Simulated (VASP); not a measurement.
Level of theory: PBEsol GGA, VASP's PBE PAW potentials (set 64) (plane waves; VASP 6.6.1).

VASP ran on this input.

### KPOINTS
```
Regular mesh
0
Gamma
9 9 9
0 0 0
```

**INCAR**
```
! general
SYSTEM  = ZnSe
PREC    = Accurate
ENCUT   = 520
LREAL   = F
LASPH   = T

! electronic loop
EDIFF   = 1E-7
NELM    = 100
ALGO    = Normal
LMAXMIX = 4

! smearing
ISMEAR  = -5

! functional
GGA     = PS

! ions
ISIF    = 2

! output
LWAVE   = F
LCHARG  = T
LORBIT  = 11
NEDOS   = 601
```

File POSCAR:
```
ZnSe
1
   -0.0000000000     2.8207696256     2.8207696256
    2.8207696256     0.0000000000     2.8207696256
    2.8207696256     2.8207696256     0.0000000000
Zn Se
1 1
Direct
  0.0000000000   0.0000000000   0.0000000000
  0.2500000000   0.2500000000   0.2500000000
```

POTCAR, in this order: Zn Se (PBE.64 set). Program: vasp_std.

Output

File OSZICAR:
```
       N       E                     dE             d eps       ncg     rms          rms(c)
DAV:   1     0.876576942990E+02    0.87658E+02   -0.90805E+03   910   0.158E+03
DAV:   2    -0.117856497710E+01   -0.88836E+02   -0.85643E+02   960   0.279E+02
DAV:   3    -0.701888018143E+01   -0.58403E+01   -0.58110E+01  1125   0.713E+01
DAV:   4    -0.707813239405E+01   -0.59252E-01   -0.59232E-01   965   0.755E+00
DAV:   5    -0.707845168626E+01   -0.31929E-03   -0.31928E-03  1130   0.548E-01    0.500E+00
DAV:   6    -0.679286677562E+01    0.28558E+00   -0.81870E-01  1169   0.337E+01    0.383E+00
DAV:   7    -0.677622081439E+01    0.16646E-01   -0.22204E-01   955   0.492E+00    0.165E+00
DAV:   8    -0.677403951326E+01    0.21813E-02   -0.38103E-03  1080   0.675E-01    0.474E-01
DAV:   9    -0.677379566006E+01    0.24385E-03   -0.78190E-04  1063   0.430E-01    0.672E-02
DAV:  10    -0.677384136755E+01   -0.45707E-04   -0.19978E-04  1071   0.194E-01    0.216E-02
DAV:  11    -0.677384080257E+01    0.56498E-06   -0.26458E-05  1047   0.786E-02    0.462E-03
DAV:  12    -0.677384090093E+01   -0.98356E-07   -0.71917E-06  1068   0.199E-02    0.225E-03
DAV:  13    -0.677384090345E+01   -0.25245E-08   -0.60183E-07   985   0.981E-03
   1 F= -.67738409E+01 E0= -.67738409E+01  d E =0.000000E+00
```

File OUTCAR:
```
------------------------ aborting loop because EDIFF is reached ----------------------------------------
  FORCE on cell =-STRESS in cart. coord.  units (eV):
  Direction    XX          YY          ZZ          XY          YZ          ZX
  --------------------------------------------------------------------------------------
  Total       -0.0024234     -0.0024234     -0.0024234     -0.0000000      0.0000000     -0.0000000
  in kB       -0.0864970     -0.0864970     -0.0864970     -0.0000000      0.0000000     -0.0000000
  external PRESSURE =      -0.0864970 kB  Pullay stress =       0.0000000 kB
  volume of cell :       44.89
      direct lattice vectors                 reciprocal lattice vectors
     0.000000000  2.820769626  2.820769626    -0.177256588  0.177256588  0.177256588
     2.820769626  0.000000000  2.820769626     0.177256588 -0.177256588  0.177256588
     2.820769626  2.820769626  0.000000000     0.177256588  0.177256588 -0.177256588
  FREE ENERGIE OF THE ION-ELECTRON SYSTEM (eV)
  ---------------------------------------------------
  free  energy   TOTEN  =        -6.7738409035 eV

  energy  without entropy=       -6.7738409035  energy(sigma->0) =       -6.77384090

 total charge

# of ion       s       p       d       tot
------------------------------------------
    1        0.541   0.461   9.785  10.788
    2        1.438   2.418   0.032   3.888
--------------------------------------------------
tot          1.979   2.880   9.817  14.676
```
(Selected blocks of OUTCAR.)

OUTCAR:
```
 val. band max:        1.6071458364   @ k =   0.0000   0.0000   0.0000

 cond. band min:       2.8330864891   @ k =   0.0000   0.0000   0.0000


 Fermi energy:         1.6455920157

 k-point     1 :       0.0000    0.0000    0.0000
  band No.  band energies     occupation
      1     -11.7691      2.00000
      2      -5.0005      2.00000
      3      -5.0005      2.00000
      4      -5.0005      2.00000
      5      -4.6162      2.00000
      6      -4.6162      2.00000
      7       1.6071      2.00000
      8       1.6071      2.00000
      9       1.6071      2.00000
     10       2.8331      0.00000
     11       7.3345      0.00000
     12       7.3345      0.00000
     13       7.3345      0.00000

 k-point     2 :       0.1111    0.0000    0.0000
  band No.  band energies     occupation
      1     -11.6861      2.00000
      2      -4.9973      2.00000
      3      -4.9874      2.00000
      4      -4.9874      2.00000
      5      -4.6175      2.00000
      6      -4.6175      2.00000
      7       0.4463      2.00000
      8       1.4799      2.00000
      9       1.4799      2.00000
     10       3.7259      0.00000
     11       7.2584      0.00000
     12       7.5466      0.00000
     13       7.5466      0.00000

 k-point     3 :       0.2222    0.0000    0.0000
  band No.  band energies     occupation
      1     -11.4628      2.00000
      2      -4.9646      2.00000
      3      -4.9563      2.00000
      4      -4.9563      2.00000
      5      -4.6174      2.00000
      6      -4.6174      2.00000
      7      -1.1371      2.00000
      8       1.1908      2.00000
      9       1.1908      2.00000
     10       4.2815      0.00000
     11       7.8172      0.00000
     12       7.9200      0.00000
     13       7.9200      0.00000

 k-point     4 :       0.3333    0.0000    0.0000
  band No.  band energies     occupation
      1     -11.1810      2.00000
      2      -4.9268      2.00000
      3      -4.9268      2.00000
...
```

The compound is ZnSe in the zinc blende structure. It was relaxed first.
